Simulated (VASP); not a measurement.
OSZICAR of a VASP run on Al31As32:

File OSZICAR:
```
       N       E                     dE             d eps       ncg     rms          rms(c)
DAV:   1    -0.335666444728E+03   -0.33567E+03   -0.21851E+01   365   0.995E+00    0.428E+01
DAV:   2    -0.335836252798E+03   -0.16981E+00   -0.72502E-01   381   0.191E+00    0.334E+01
DAV:   3    -0.335805485170E+03    0.30768E-01   -0.35793E-02   372   0.373E-01    0.208E+01
DAV:   4    -0.335811269223E+03   -0.57841E-02   -0.58481E-02   348   0.204E-01    0.124E+01
DAV:   5    -0.335790883605E+03    0.20386E-01   -0.75607E-02   357   0.555E-01    0.740E+00
DAV:   6    -0.335842099764E+03   -0.51216E-01   -0.44292E-01   357   0.476E-01    0.438E+00
DAV:   7    -0.335860275206E+03   -0.18175E-01   -0.13452E-01   341   0.558E-01    0.269E+00
DAV:   8    -0.335806533871E+03    0.53741E-01   -0.23962E-01   381   0.772E-01    0.151E+00
DAV:   9    -0.335887280017E+03   -0.80746E-01   -0.53356E-01   364   0.403E-01    0.148E+00
DAV:  10    -0.335815997005E+03    0.71283E-01   -0.15411E-01   365   0.864E-01    0.104E+00
DAV:  11    -0.335815820402E+03    0.17660E-03   -0.92731E-01   381   0.922E-01    0.112E+00
DAV:  12    -0.335920075838E+03   -0.10426E+00   -0.54885E-01   325   0.761E-01    0.159E+00
DAV:  13    -0.335739597234E+03    0.18048E+00   -0.53448E-01   365   0.127E+00    0.599E-01
DAV:  14    -0.335929551679E+03   -0.18995E+00   -0.15934E+00   357   0.785E-01    0.186E+00
DAV:  15    -0.335838524697E+03    0.91027E-01   -0.43464E-01   357   0.129E+00    0.153E+00
DAV:  16    -0.335755985529E+03    0.82539E-01   -0.16019E+00   381   0.146E+00    0.147E+00
DAV:  17    -0.335965881728E+03   -0.20990E+00   -0.12019E+00   333   0.113E+00    0.196E+00
DAV:  18    -0.335746617501E+03    0.21926E+00   -0.97876E-01   373   0.159E+00    0.140E+00
DAV:  19    -0.335910930934E+03   -0.16431E+00   -0.23412E+00   365   0.135E+00    0.221E+00
DAV:  20    -0.335846019393E+03    0.64912E-01   -0.13612E+00   365   0.167E+00    0.198E+00
DAV:  21    -0.335811526780E+03    0.34493E-01   -0.24389E+00   373   0.176E+00    0.225E+00
DAV:  22    -0.335889911931E+03   -0.78385E-01   -0.18939E+00   333   0.175E+00    0.211E+00
DAV:  23    -0.335828877244E+03    0.61035E-01   -0.24470E+00   357   0.187E+00    0.222E+00
DAV:  24    -0.335891768726E+03   -0.62891E-01   -0.27108E+00   341   0.187E+00    0.248E+00
DAV:  25    -0.335822807084E+03    0.68962E-01   -0.22276E+00   349   0.199E+00    0.217E+00
DAV:  26    -0.335867587544E+03   -0.44780E-01   -0.27061E+00   349   0.192E+00    0.231E+00
DAV:  27    -0.335889428364E+03   -0.21841E-01   -0.24944E+00   341   0.193E+00    0.238E+00
DAV:  28    -0.335832585744E+03    0.56843E-01   -0.28146E+00   341   0.202E+00    0.243E+00
DAV:  29    -0.335862564106E+03   -0.29978E-01   -0.25583E+00   349   0.199E+00    0.230E+00
DAV:  30    -0.335863955773E+03   -0.13917E-02   -0.24227E+00   349   0.197E+00    0.226E+00
DAV:  31    -0.335864049400E+03   -0.93626E-04   -0.29700E+00   357   0.197E+00    0.250E+00
DAV:  32    -0.335869845201E+03   -0.57958E-02   -0.26030E+00   341   0.201E+00    0.241E+00
DAV:  33    -0.335819275968E+03    0.50569E-01   -0.25012E+00   349   0.204E+00    0.220E+00
DAV:  34    -0.335901989909E+03   -0.82714E-01   -0.26979E+00   333   0.192E+00    0.237E+00
DAV:  35    -0.335870619552E+03    0.31370E-01   -0.26516E+00   349   0.200E+00    0.245E+00
DAV:  36    -0.335817935363E+03    0.52684E-01   -0.27056E+00   333   0.204E+00    0.236E+00
DAV:  37    -0.335882514298E+03   -0.64579E-01   -0.25779E+00   341   0.195E+00    0.231E+00
DAV:  38    -0.335859750166E+03    0.22764E-01   -0.24881E+00   349   0.199E+00    0.230E+00
DAV:  39    -0.335863010151E+03   -0.32600E-02   -0.30044E+00   349   0.200E+00    0.252E+00
DAV:  40    -0.335866048900E+03   -0.30387E-02   -0.25677E+00   333   0.202E+00    0.236E+00
DAV:  41    -0.335830408699E+03    0.35640E-01   -0.23759E+00   349   0.201E+00    0.217E+00
DAV:  42    -0.335894599165E+03   -0.64190E-01   -0.29753E+00   341   0.193E+00    0.248E+00
DAV:  43    -0.335866897562E+03    0.27702E-01   -0.25258E+00   341   0.202E+00    0.241E+00
DAV:  44    -0.335814917708E+03    0.51980E-01   -0.26953E+00   341   0.205E+00    0.231E+00
DAV:  45    -0.335894938170E+03   -0.80020E-01   -0.25200E+00   333   0.193E+00    0.229E+00
DAV:  46    -0.335867005303E+03    0.27933E-01   -0.26027E+00   357   0.198E+00    0.239E+00
DAV:  47    -0.335834333105E+03    0.32672E-01   -0.28830E+00   333   0.203E+00    0.246E+00
DAV:  48    -0.335873759769E+03   -0.39427E-01   -0.25314E+00   349   0.200E+00    0.233E+00
DAV:  49    -0.335841221814E+03    0.32538E-01   -0.24459E+00   341   0.201E+00    0.222E+00
DAV:  50    -0.335889680181E+03   -0.48458E-01   -0.29849E+00   357   0.195E+00
   1 F= -.33588968E+03 E0= -.33588807E+03  d E =-.322065E-02
```

Q: Which electronic solver shows in the log?

A: It is blocked Davidson (ALGO = Normal, or the opening steps of other solvers). The INCAR had ALGO = Normal.

Q: Can the final energy be trusted as converged?

A: Convergence was not reached. It stopped with EDIFF = 1E-5, NELM = 50 (HSE06 screened hybrid, plane waves, VASP's PBE PAW potentials (set 64)). The cell is charged, with a uniform compensating background. The supercell is sampled at Γ alone, which is coarse: total energies, pressure and levels can be off, energies of defects by several tenths of an eV.

The cell is a supercell with a defect, built from AlAs (zinc blende): vac_Al, charge -1. The cell's shape comes from a PBE relaxation. The run is not spin-polarised, so no state with unpaired spins was tried.
